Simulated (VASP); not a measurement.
Input:

```
CeO2
1.0
    0.00000     2.76019     2.76019
    2.76019     0.00000     2.76019
    2.76019     2.76019     0.00000
Ce O
1 2
Cartesian
  0.00000   0.00000   0.00000
  1.38010   1.38010   1.38010
  4.14029   4.14029   4.14029
```

Calculation: MS2 meta-GGA, VASP's PBE PAW potentials (set 64) (plane waves; VASP). Numerical set-up: 520 eV cut-off, 7×7×7 Γ-centred mesh, Gaussian smearing of 0.050 eV, potentials Ce O.

**Question.** Give the stress tensor in GPa (positive for a compressed cell).

**Answer.** 
```
-9.88   0.00   0.00
 0.00  -9.88   0.00
 0.00   0.00  -9.88
```
The pressure is its mean diagonal, -9.88 GPa.

The compound is CeO2 in the fluorite structure. This cell is one point of a volume scan, at 1.06 of the reference volume. The run is not spin-polarised, so no magnetic state was tried.
